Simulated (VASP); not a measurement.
Here is the system:

```
Al3Sc
1.0
    5.77717     0.00000     0.00000
   -2.88858     5.00317     0.00000
    0.00000     0.00000    24.37947
Sc Al
4 12
Direct
  0.00000   0.00000   0.35598
  0.33333   0.66667   0.45465
  0.66667   0.33333   0.54535
  0.00000   0.00000   0.64402
  0.50272   0.49728   0.35327
  0.50272   0.00545   0.35327
  0.99455   0.49728   0.35327
  0.83076   0.16924   0.45115
  0.83076   0.66153   0.45115
  0.33847   0.16924   0.45115
  0.16924   0.83076   0.54885
  0.16924   0.33847   0.54885
  0.66153   0.83076   0.54885
  0.49728   0.50272   0.64673
  0.49728   0.99455   0.64673
  0.00545   0.50272   0.64673
```

Computed with r2SCAN meta-GGA, VASP's PBE PAW potentials (set 64) (plane waves; VASP). Run with PREC = Normal, EDIFF = 1E-5, 400 eV cut-off, 6×6×1 Γ-centred mesh, first-order Methfessel-Paxton smearing of 0.10 eV, potentials Sc_sv Al.

**Question.** The ions are relaxed. What does this cell relax into?

**Answer.** 
```
Al3Sc
1.0
    5.77717     0.00000     0.00000
   -2.88858     5.00317     0.00000
    0.00000     0.00000    24.37947
Sc Al
4 12
Direct
  0.00000   0.00000   0.35517
  0.33333   0.66667   0.45340
  0.66667   0.33333   0.54660
  0.00000   0.00000   0.64483
  0.50161   0.49839   0.34946
  0.50161   0.00321   0.34946
  0.99679   0.49839   0.34946
  0.83036   0.16964   0.44961
  0.83036   0.66073   0.44961
  0.33927   0.16964   0.44961
  0.16964   0.83036   0.55039
  0.16964   0.33927   0.55039
  0.66073   0.83036   0.55039
  0.49839   0.50161   0.65054
  0.49839   0.99679   0.65054
  0.00321   0.50161   0.65054
```

**Question.** How much energy does the relaxation gain?

**Answer.** The energy (σ→0) changes by -5.4 meV/atom, in 11 ionic steps.

The cell is a thin slab with vacuum, built from Al3Sc (L1_2): (111) face.
